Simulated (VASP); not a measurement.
```
Al2CdS4
1.0
   -2.79486     2.79486     5.08607
    2.79486    -2.79486     5.08607
    2.79486     2.79486    -5.08607
Al Cd S
2 1 4
Direct
  0.75000   0.25000   0.50000
  0.50000   0.50000   0.00000
  0.00000   0.00000   0.00000
  0.60110   0.14559   0.01519
  0.85441   0.86960   0.45551
  0.13040   0.58591   0.98481
  0.41409   0.39890   0.54449
```

Computed with PBEsol GGA, VASP's PBE PAW potentials (set 64) (plane waves; VASP). Numerical set-up: 300 eV cut-off, 6×6×6 Γ-centred mesh, Gaussian smearing of 0.010 eV, potentials Al Cd S.

Q: What does the run give for the energy per atom (σ→0), largest force?

A: 
```json
{
  "energy per atom (σ→0)": "-4.800 eV/atom",
  "largest_force": "0.180 eV/Å"
}
```

The absolute energy has meaning only against runs of the same code, potentials and settings.

The structure comes from a computed database's Al2CdS4 entry (I-4); how it stands against other phases isn't given here. The cell was not relaxed at this level.
